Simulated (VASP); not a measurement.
OSZICAR of a VASP run on CdF2 (fluorite):

**OSZICAR**
```
       N       E                     dE             d eps       ncg     rms          rms(c)
DAV:   1     0.204918750948E+03    0.20492E+03   -0.15910E+04   994   0.155E+03
DAV:   2    -0.394650920718E+01   -0.20887E+03   -0.20438E+03  1125   0.384E+02
DAV:   3    -0.128526930994E+02   -0.89062E+01   -0.88875E+01  1055   0.893E+01
DAV:   4    -0.129000679590E+02   -0.47375E-01   -0.47367E-01  1116   0.647E+00
DAV:   5    -0.129002433468E+02   -0.17539E-03   -0.17539E-03  1088   0.351E-01    0.975E+00
DAV:   6    -0.110220551155E+02    0.18782E+01   -0.57339E+00  1279   0.464E+01    0.691E+00
DAV:   7    -0.110622747952E+02   -0.40220E-01   -0.89425E-01   987   0.997E+00    0.410E+00
DAV:   8    -0.110532909351E+02    0.89839E-02   -0.18782E-01  1055   0.429E+00    0.770E-01
DAV:   9    -0.110426399929E+02    0.10651E-01   -0.46078E-02  1166   0.253E+00    0.111E-01
DAV:  10    -0.110432172806E+02   -0.57729E-03   -0.37942E-03  1000   0.769E-01    0.125E-01
DAV:  11    -0.110433176629E+02   -0.10038E-03   -0.20386E-04  1128   0.183E-01    0.528E-02
DAV:  12    -0.110433807518E+02   -0.63089E-04   -0.13399E-04   999   0.100E-01    0.168E-02
DAV:  13    -0.110433843739E+02   -0.36221E-05   -0.55561E-06  1116   0.199E-02    0.675E-03
DAV:  14    -0.110433847583E+02   -0.38438E-06   -0.22290E-06  1004   0.208E-02    0.206E-03
DAV:  15    -0.110433848174E+02   -0.59074E-07   -0.98234E-08   871   0.457E-03
   1 F= -.11043385E+02 E0= -.11043385E+02  d E =0.000000E+00
```

Question: Which electronic solver shows in the log?

Answer: It is blocked Davidson (ALGO = Normal, or the opening steps of other solvers). The INCAR had ALGO = Normal.

Question: Can the final energy be trusted as converged?

Answer: The run converged. It stopped with EDIFF = 1E-7, NELM = 100 (PW91 GGA, plane waves, VASP's PBE PAW potentials (set 64)).

The compound is CdF2 in the fluorite structure. It was relaxed first.
